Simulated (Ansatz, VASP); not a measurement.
# NbSi: VASP beside Ansatz

Aim: how closely do two programs agree when they are given the same cell, functional and k mesh? The cell is invented: As first built, before any earlier steps moved the atoms (in the runner's words): it takes the WC structure with all of its atoms replaced by other elements, volume scaled by an estimate. It may not be a known or stable phase. The cell is taken from a series of VASP runs on this material, whose earlier steps may have relaxed, scaled or displaced it; both programs get it as it stands. Other levels of theory on this material are compared in a session of their own.

Main program and level: Ansatz 0.2.0; plane waves, with VASP 6.6.1 beside it; band structure at LDA and band structure at PBE, spin-orbit coupling.

## Step 1: The structure

Symmetry: P-6m2, No. 187, hexagonal system. Conventional cell: a = 3.034 Å, b = 3.034 Å, c = 4.053 Å, α = 90.00°, β = 90.00°, γ = 120.00°. Nearest to Nb lie 6 Si at 2.68 Å. Nearest to Si lie 6 Nb at 2.68 Å. As first built, before any earlier steps moved the atoms (in the runner's words): sites of the WC structure (space group 187) filled with other elements, volume scaled by an estimate. Farther neighbours are not listed.

## Step 2: VASP: band structure, LDA

With cell and atoms fixed, the geometry can't cause a difference; cores, projectors, grids and the points listed under the comparison can.

Lines of VASP's logs that name or quote its potential files are left out, and so is its time.

Input file INCAR:

```
SYSTEM = NbSi
PREC = Accurate
ENCUT = 400
EDIFF = 1E-06
NELM = 100
ISMEAR = 0
SIGMA = 0.02
LREAL = .FALSE.
ALGO = Normal
GGA = CA
LORBIT = 11
LWAVE = .FALSE.
LCHARG = .FALSE.
KPAR = 4
```

Input file POSCAR:

```
NbSi
1.0
    3.0335601418     -0.0000000243      0.0000000000
   -1.5167806400      2.6271406017      0.0000000000
    0.0000000000      0.0000000000      4.0525052525
Nb Si
1 1
Direct
    0.0000000000      0.0000000000      0.0000000000
    0.6666666700      0.3333333300      0.5000000000
```

Input file KPOINTS:

```
Automatic mesh
0
Gamma
5 5 4
0 0 0
```

Input file KPOINTS_OPT:

```
Line mode
16
Line-mode
Reciprocal
  0.00000000   0.00000000   0.00000000 GAMMA
  0.50000000   0.00000000   0.00000000 M

  0.50000000   0.00000000   0.00000000 M
  0.33333333   0.33333333   0.00000000 K

  0.33333333   0.33333333   0.00000000 K
  0.00000000   0.00000000   0.00000000 GAMMA

  0.00000000   0.00000000   0.00000000 GAMMA
  0.00000000   0.00000000   0.50000000 A

  0.00000000   0.00000000   0.50000000 A
  0.50000000   0.00000000   0.50000000 L

  0.50000000   0.00000000   0.50000000 L
  0.33333333   0.33333333   0.50000000 H

  0.33333333   0.33333333   0.50000000 H
  0.00000000   0.00000000   0.50000000 A

  0.50000000   0.00000000   0.50000000 L
  0.50000000   0.00000000   0.00000000 M

  0.33333333   0.33333333   0.00000000 K
  0.33333333   0.33333333   0.50000000 H
```

The projector-augmented-wave data sets are Nb_sv and Si (PBE family, release 64).

On the command line:

```sh
mpirun -np 4 vasp_std
```

Numbers of over 12 decimals in the logs are rounded to 6 here.

Log:

```text
[banner, memory and clock lines left out]
running    4 mpi-ranks, on    1 nodes
 distrk:  each k-point on    1 cores,    4 groups
 distr:  one band on    1 cores,    1 groups

 POSCAR found type information on POSCAR NbSi
 POSCAR found :  2 types and       2 ions
|                                                                             |
|               ----> ADVICE to this user running VASP <----                  |
|                                                                             |
|     You enforced a specific xc type in the INCAR file but a different       |
|     [... a line on the potential file left out ...]
|     I HOPE YOU KNOW WHAT YOU ARE DOING!                                     |
|                                                                             |

 LDA part: xc-table for (Slater(with rela. corr.)+CA(PZ))
 , standard interpolation
 POSCAR, INCAR and KPOINTS ok, starting setup
 FFT: planning ... GRIDC
 FFT: planning ... GRID_SOFT
 FFT: planning ... GRID
 WAVECAR not read
 entering main loop
       N       E                     dE             d eps       ncg     rms          rms(c)
DAV:   1     0.107626091881E+03    0.10763E+03   -0.75582E+03   360   0.109E+03
DAV:   2    -0.121706081339E+02   -0.11980E+03   -0.11547E+03   428   0.375E+02
DAV:   3    -0.185815417773E+02   -0.64109E+01   -0.63080E+01   584   0.674E+01
DAV:   4    -0.188483917887E+02   -0.26685E+00   -0.26432E+00   484   0.139E+01
DAV:   5    -0.188663754183E+02   -0.17984E-01   -0.17978E-01   628   0.287E+00    0.860E+00
DAV:   6    -0.180716233706E+02    0.79475E+00   -0.28820E+00   588   0.165E+01    0.274E+00
DAV:   7    -0.179952318432E+02    0.76392E-01   -0.17557E-01   424   0.339E+00    0.155E+00
DAV:   8    -0.179785365657E+02    0.16695E-01   -0.48944E-02   576   0.210E+00    0.440E-01
DAV:   9    -0.179780056942E+02    0.53087E-03   -0.45113E-03   528   0.663E-01    0.173E-01
DAV:  10    -0.179780214252E+02   -0.15731E-04   -0.71141E-04   568   0.325E-01    0.420E-02
DAV:  11    -0.179780097894E+02    0.11636E-04   -0.35013E-05   548   0.698E-02    0.928E-03
DAV:  12    -0.179780095913E+02    0.19814E-06   -0.19488E-06   368   0.148E-02
   1 F= -.17978010E+02 E0= -.17977650E+02  d E =-.719903E-03
 Start KPOINTS_OPT (optional k-point list driver)
k-point batch [1-15\144]
       N       E                     dE             ncg
DAV:   1    -0.272523912026E+03   -0.43943E+04      360
DAV:   2    -0.217523524707E+04   -0.19027E+04      436
DAV:   3    -0.226995190165E+04   -0.94717E+02      556
DAV:   4    -0.227378405440E+04   -0.38322E+01      504
DAV:   5    -0.227397253653E+04   -0.18848E+00      600
DAV:   6    -0.227397634692E+04   -0.38104E-02      504
DAV:   7    -0.227397642751E+04   -0.80591E-04      556
DAV:   8    -0.227397642925E+04   -0.17331E-05      352
DAV:   9    -0.227397642942E+04   -0.17708E-06      348
[...]
k-point batch [136-144\144]
       N       E                     dE             ncg
DAV:   1     0.327527260589E+04   -0.65001E+04      224
DAV:   2     0.244609951209E+04   -0.82917E+03      252
DAV:   3     0.240669951405E+04   -0.39400E+02      332
DAV:   4     0.240528118634E+04   -0.14183E+01      292
DAV:   5     0.240518614059E+04   -0.95046E-01      372
DAV:   6     0.240518395659E+04   -0.21840E-02      304
DAV:   7     0.240518394301E+04   -0.13582E-04      308
DAV:   8     0.240518394276E+04   -0.25006E-06      200
```

OUTCAR, selected parts (step 2):

```text
ion  position               nearest neighbor table
   1  0.000  0.000  0.000-   2 2.68   2 2.68   2 2.68   2 2.68   2 2.68   2 2.68
   2  0.667  0.333  0.500-   1 2.68   1 2.68   1 2.68   1 2.68   1 2.68   1 2.68

  LATTYP: Found a hexagonal cell.
 ALAT       =     3.0335601418
 C/A-ratio  =     1.3358908553

 Subroutine GETGRP returns: Found 12 space group operations
 (whereof 12 operations were pure point group operations)

The static configuration has the point symmetry D_3h.

 Found     15 irreducible k-points:

   k-points           NKPTS =     15   k-points in BZ     NKDIM =     15   number of bands    NBANDS=     12

   dimension x,y,z NGX =    20 NGY =   20 NGZ =   28
   dimension x,y,z NGXF=    40 NGYF=   40 NGZF=   56

   ENCUT  =  400.0 eV  29.40 Ry    5.42 a.u.   4.95  4.95  6.61*2*pi/ulx,y,z

   NELECT =      17.0000    total number of electrons

 k-points in reciprocal lattice and weights: Automatic mesh
   0.00000000  0.00000000  0.00000000       0.010
   0.20000000 -0.00000000  0.00000000       0.060
   0.40000000 -0.00000000  0.00000000       0.060
   0.20000000  0.20000000  0.00000000       0.060
   0.40000000  0.20000000  0.00000000       0.060
   0.00000000  0.00000000  0.25000000       0.020
   0.20000000 -0.00000000  0.25000000       0.120
   0.40000000 -0.00000000  0.25000000       0.120
   0.20000000  0.20000000  0.25000000       0.120
[...]
0.20000000  0.20000000  0.50000000       0.060
   0.40000000  0.20000000  0.50000000       0.060

 average (electrostatic) potential at core
       1 -77.4921       2 -78.1196

 E-fermi :  10.5075

 k-point     1 :       0.0000    0.0000    0.0000
  band No.  band energies     occupation
    ...
      5      -0.5811      2.00000
      6       7.2114      2.00000
      7       9.1384      2.00000
      8      10.4122      2.00000
      9      10.4122      2.00000
     10      12.7480      0.00000
     11      12.7480      0.00000
     12      17.8435      0.00000

 k-point     2 :       0.2000   -0.0000    0.0000
  band No.  band energies     occupation
    ...
      4     -19.7523      2.00000
      5       0.3043      2.00000
      6       7.9601      2.00000
      7       8.1556      2.00000
      8       9.2240      2.00000
      9      11.3878      0.00000
     10      12.3126      0.00000
     11      13.8971      0.00000
     12      14.3111      0.00000

 k-point     3 :       0.4000   -0.0000    0.0000
  band No.  band energies     occupation
    ...
      4     -19.8583      2.00000
      5       2.6395      2.00000
      6       6.3522      2.00000
      7       7.1206      2.00000
      8       8.1971      2.00000
      9      11.7099      0.00000
     10      13.3234      0.00000
     11      14.4128      0.00000
     12      14.7928      0.00000

  Total       -1.6752599     -1.6752605     -0.9138291      0.0000004      0.0000000      0.0000000
  in kB      -83.1061715    -83.1061995    -45.3331663      0.0000187      0.0000000      0.0000000
  external PRESSURE =     -70.5151791 kB  Pullay stress =       0.0000000 kB

  energy-cutoff  :      400.00
  volume of cell :       32.30
      direct lattice vectors                 reciprocal lattice vectors
     3.033560142 -0.000000024  0.000000000     0.329645683  0.190321062  0.000000000
    -1.516780640  2.627140602  0.000000000     0.000000003  0.380641982  0.000000000
     0.000000000  0.000000000  4.052505252     0.000000000  0.000000000  0.246760939

 POSITION                                       TOTAL-FORCE (eV/Angst)
 -----------------------------------------------------------------------------------
      0.00000      0.00000      0.00000        -0.000000      0.000000      0.000000
      1.51678      0.87571      2.02625         0.000000      0.000000      0.000000
 -----------------------------------------------------------------------------------
    total drift:                               -0.000005     -0.000003      0.000000

  FREE ENERGIE OF THE ION-ELECTRON SYSTEM (eV)
  ---------------------------------------------------
  free  energy   TOTEN  =       -17.9780095913 eV

  energy  without entropy=      -17.9772896887  energy(sigma->0) =      -17.97764964

 total charge
# of ion       s       p       d       tot
------------------------------------------
    1        2.175   6.024   2.511  10.710
    2        0.783   0.846   0.000   1.629
--------------------------------------------------
tot          2.958   6.870   2.511  12.339

[... 3 further parts left out ...]
```

At this level the cell is under a tension of 7.1 GPa, so at these settings it is away from equilibrium.

## Step 3: Ansatz: band structure, LDA

Ansatz runs on its default PAW (the set named soft_2) files.

The same cell, functional (in two slightly different forms), mesh and smearing now go to Ansatz, which takes its cutoff from its data sets.

Input file input.yaml:

```yaml
crystal:
  lattice:
    - [3.0335601418, -2.43e-08, 0.0]
    - [-1.51678064, 2.6271406017, 0.0]
    - [0.0, 0.0, 4.0525052525]
  atoms:
    - { symbol: Nb, position: [0.0, 0.0, 0.0] }
    - { symbol: Si, position: [0.66666667, 0.33333333, 0.5] }
hamiltonian:
  xc: lda
  pseudopotentials: { kind: paw }
kpoints:
  mp_grid: { grid: [5, 5, 4] }
  band_path:
    path:
      - [0.0, 0.0, 0.0]
      - [0.13333, 0.0, 0.0]
      - [0.3, 0.0, 0.0]
      - [0.46667, 0.0, 0.0]
      - [0.46667, 0.06667, 0.0]
      - [0.41111, 0.17778, 0.0]
      - [0.35556, 0.28889, 0.0]
      - [0.28889, 0.28889, 0.0]
      - [0.17778, 0.17778, 0.0]
      - [0.06667, 0.06667, 0.0]
      - [0.0, 0.0, 0.03333]
      - [0.0, 0.0, 0.2]
      - [0.0, 0.0, 0.36667]
      - [0.0, 0.0, 0.5]
      - [0.16667, 0.0, 0.5]
      - [0.3, 0.0, 0.5]
      - [0.46667, 0.0, 0.5]
      - [0.46667, 0.06667, 0.5]
      - [0.41111, 0.17778, 0.5]
      - [0.35556, 0.28889, 0.5]
      - [0.28889, 0.28889, 0.5]
      - [0.17778, 0.17778, 0.5]
      - [0.06667, 0.06667, 0.5]
      - [0.5, 0.0, 0.46667]
      - [0.5, 0.0, 0.3]
      - [0.5, 0.0, 0.13333]
      - [0.33333, 0.33333, 0.0]
      - [0.33333, 0.33333, 0.16667]
      - [0.33333, 0.33333, 0.33333]
      - [0.33333, 0.33333, 0.5]
    npoints: 1
scf:
  occupations: { method: gaussian, width: 0.02 }
  n_extra_bands: 7
output:
  forces: true
  stress: true
  eigenvalues: true
```

On the command line:

```sh
ansatz run input.yaml --threads 2 --pin off --max-ram 4608MiB --backend cpu --events-out ev --progress --plain --runs-dir out
```

Log:

```text
Warning: the atoms were moved onto the symmetric positions of the space group found under crystal.symmetry.tolerance 1.0e-5 (fractional; no operation is sought that the atoms, as they stand in a round, miss by more than twice it, and no atom is moved by as much as it), and the run uses the moved positions. Before a round's move an operation carried an atom to 1.52e-8 Å from where it should land, the largest such dist [...]
scf.n_extra_bands = 7 over 9 filled bands (N_el = 17.0): the run solves 16 bands
Engine: ansatz 0.2.0, aarch64-unknown-linux-gnu
Pseudopotentials: kind: paw
Pseudopotential: Nb, paw, valence charge 13, recommended cutoff 420 eV (normal), Nb.paw.azcp
Pseudopotential: Si, paw, valence charge 4, recommended cutoff 420 eV (normal), Si.paw.azcp
Functional definition: SPW92
  exchange = slater_x
  correlation = pw_c
Crystal: 2 atoms, lattice volume = 32.297 Å³
Basis set: ecut = 420 eV, 613 PW (Γ)
Bands: 16, of which v1, the nominal top of the filled ones, is band 9 counted from 1 (8 counted from 0)
Symmetry: 12 space group operations
Space group: P-6m2 (ITA 187), of the structure as read, at distance tolerance 3.2e-5 Å
k-points: 15 of 100 (time reversal used)
Non-local potential: Nb, projectors of the file, l = 0: 3, l = 1: 2, l = 2: 2, l = 3: 1
Non-local potential: Si, projectors of the file, l = 0: 2, l = 1: 2, l = 2: 2
PAW form: soft (Blöchl's): semilocal exchange-correlation on the pseudo side does not see the compensation charge
PAW frozen core: Nb, regenerated for the run's functional, and the local potential with it (the file was generated under x = pbe(κ = 0.804, μ = 0.219515), c = pbe(β = 0.066725))
PAW frozen core: Si, regenerated for the run's functional, and the local potential with it (the file was generated under x = pbe(κ = 0.804, μ = 0.219515), c = pbe(β = 0.066725))
PAW one-centre angular grid: Nb, 590 points (default); XC on 64 Gauss nodes
PAW one-centre angular grid: Si, 110 points (default); XC on 64 Gauss nodes
Initial density: superposition of atomic densities (neutral atoms: chi_scale 0, normalization atom), corrected by the library's trained network
Initial wavefunctions: pseudopotential atomic-orbital guess
Functional: x = slater, c = lda
SCF iter   1: F=—  HF=-5052.004994 eV  |F-HF|=—  |Δ(HF+E_count)|=         —  Δρ=7.34e-3  dr2=9.14e-3  ethr=1.77e-3  ⟨swp⟩=5.7  Hψ=1317  notcnv=0
preconditioner: auto → none  [insulator: Δε(μ)=0.047 eV  Ē_g=9.584 eV  σ=0.020 eV  W_gap=0.66  n_scr=8 (ndim 8)  ℏωp=19.6 eV  f_vac=0.000  D(μ)=3.12/eV (n_scr^D=40)  ε∞_Penn≈5.2]
SCF iter   2: F=—  HF=-5052.002089 eV  |F-HF|=—  |Δ(HF+E_count)|=   2.90e-3  Δρ=3.35e-3  dr2=1.40e-3  ethr=5.38e-5  ⟨swp⟩=2.0  Hψ=432  notcnv=0  defer=32
SCF iter   3: F=—  HF=-5052.001842 eV  |F-HF|=—  |Δ(HF+E_count)|=   2.47e-4  Δρ=3.91e-4  dr2=1.38e-5  ethr=8.26e-6  ⟨swp⟩=2.3  Hψ=271  notcnv=0  defer=32
SCF iter   4: F=—  HF=-5052.001845 eV  |F-HF|=—  |Δ(HF+E_count)|=   2.88e-6  Δρ=5.02e-5  dr2=5.83e-7  ethr=8.12e-8  ⟨swp⟩=2.5  Hψ=296  notcnv=0  defer=32
SCF iter   5: F=—  HF=-5052.001845 eV  |F-HF|=—  |Δ(HF+E_count)|=   9.17e-8  Δρ=1.66e-5  dr2=1.07e-7  ethr=3.43e-9  ⟨swp⟩=2.8  Hψ=344  notcnv=0  defer=32
SCF iter   6: F=-5052.001845 eV  HF=-5052.001845 eV  |F-HF|=3.67e-9  |Δ(HF+E_count)|=   2.05e-8  Δρ=5.03e-6  dr2=6.38e-9  ethr=5.88e-10  ⟨swp⟩=7.8  Hψ=907  notcnv=0
SCF 1 converged in 6 iterations: F = -5052.001845 eV  dr2 = 6.38e-9
  greatest PAW one-centre occupation: 0.997 electrons in one spin orbital (limit 2), on the Nb atom at site 0 (counted from 0), in its partial waves of l = 0
NSCF: frozen V_eff on 30 k-points
SCF converged after 6 iterations
Free energy (F): -5052.001845 eV
Harris-Foulkes:  -5052.001845 eV  (|F-HF|=3.67e-9)
Internal energy: -5052.001116 eV  (E = F + TS)
E sigma→0 (E₀):  -5052.001480 eV
Entropy (-TS):   -0.000729 eV (-0.364 meV/atom)
Fermi energy:    14.399480 eV
--- Per-component energies (eV) ---
  E_band       = -81.478664
  E_kinetic    = 436.545098
  E_local      = -920.291313  (includes V_loc(G=0)·N_el)
  E_nonlocal   = 150.251968
  E_hartree    = 313.248324
  E_xc         = -230.323661
  E_vxc        = -261.179481  (∫ρ·V_xc dr)
  E_paw        = -3450.853551  (= ΣΔE_a)
  E_vpaw       = -113.299903  (= ΣTr[D̂ρ^β])
  E_aug_tail   = 0.000012  (compensation charges beyond the density's cutoff)
  E_ewald      = -1351.088018
  E_core_change = 0.510025  (= ΣΔE_core)
  E_smearing   = -0.000729  (= −TS)
  E_closure    = 0.000000  (closes the sum)
  Σ components = -5052.001845   (vs F -5052.001845, Δ=0.00e0)
--- Forces (eV/Å), atoms counted from 1 ---
  atom   1  Nb    -0.00000000    -0.00000000    -0.00000000
  atom   2  Si     0.00000000     0.00000000    -0.00000000
  max |Σ_I F_I| component: 5.09e-17 eV/Å
--- Stress (GPa, compression-positive) ---
       -8.487850       0.000000      -0.000000
        0.000000      -8.487850      -0.000000
       -0.000000      -0.000000      -4.923345
  P = ⅓ Tr σ = -7.2997 GPa (-72.997 kbar)
--- Band table (eV; the first three rows and the last of 15) ---
  k-point 0: bands = [... 5 lower, 11.0963, 13.0275, 14.3043, 14.3043, 16.6356, 16.6356, 21.5588, 21.7754, ... 3 higher]
  k-point 1: bands = [... 5 lower, 9.7551, 13.3926, 14.4245, 14.4245, 16.1749, 16.1749, 21.8055, 21.8055, ... 3 higher]
  k-point 2: bands = [... 5 lower, 8.3073, 13.7240, 14.5611, 14.5611, 15.7952, 15.7952, 21.4141, 21.4141, ... 3 higher]
  k-point 14: bands = [... 5 lower, 10.2177, 11.3923, 12.7194, 13.9654, 15.4490, 18.6189, 19.5049, 19.6348, ... 3 higher]
```

Elapsed: 2.8 s, on 2 threads of Arm Neoverse N1, shared host; peak memory 0.27 GiB; 3.5 s of CPU time.

The column dr2 measures how far the density is from self-consistency, as an energy; F and HF (Harris–Foulkes) agree once it is small.

## Step 4: Differences

Known differences besides the potentials themselves: the two LDA forms differ slightly; the cutoff is 420 eV in Ansatz and 400 eV in VASP; Ansatz makes its cores anew for this functional, VASP keeps those of its PBE data sets; VASP's log shows a relativistic correction to its local exchange, Ansatz's none. Total energies have different zeros and are not compared.

The two programs side by side:

```
      quantity  Ansatz   VASP  difference
pressure (GPa)   -7.30  -7.05       -0.25
```

Levels from 3 eV below to 2 eV above the Fermi level differ by 4 meV r.m.s. and 14 meV at most; each VASP level is matched to the nearest of Ansatz, which flatters the figure a little.

[end of part 1 of 2]

[Lines on the potential files, build, host, timing and source positions are cut from VASP's logs without a mark.]

[Logs are printed without paths, hosts, clocks, repeated set-up lines and the standing remarks that a program may print on its own settings, such as how far it seeks lower states.]

[Hosts, paths, dates, database ids (printed as entryN), source tags and the programs' standing remarks are cut or masked in the printed files.]
